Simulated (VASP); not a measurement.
Given:

```yaml
crystal:
  lattice:
    - [1.25103, -2.16686, 0.00000]
    - [1.25103, 2.16686, 0.00000]
    - [0.00000, 0.00000, 6.45515]
  atoms:
    - { symbol: B, position: [0.33333, 0.66667, 0.25000] }
    - { symbol: B, position: [0.66667, 0.33333, 0.75000] }
    - { symbol: N, position: [0.66667, 0.33333, 0.25000] }
    - { symbol: N, position: [0.33333, 0.66667, 0.75000] }
```

Calculation: r2SCAN+rVV10, VASP's PBE PAW potentials (set 64) (plane waves; VASP 6.6.1). Run with 520 eV cut-off, 11×11×4 Γ-centred mesh, tetrahedra with Blöchl corrections, potentials B N.

The cores are frozen, which limits the accuracy of field gradients.

### Question
Give the principal components of the electric field gradient (V/Å²) and the asymmetry η at each nucleus.

### Answer

| atom | Vxx | Vyy | Vzz | η |
|---|---|---|---|---|
| B1 | -18.8 | -18.8 | 37.7 | 0.00 |
| B2 | -18.8 | -18.8 | 37.7 | 0.00 |
| N3 | -0.7 | -0.7 | 1.3 | 0.00 |
| N4 | -0.7 | -0.7 | 1.3 | 0.00 |

The compound is BN in the hex structure. It was relaxed first.
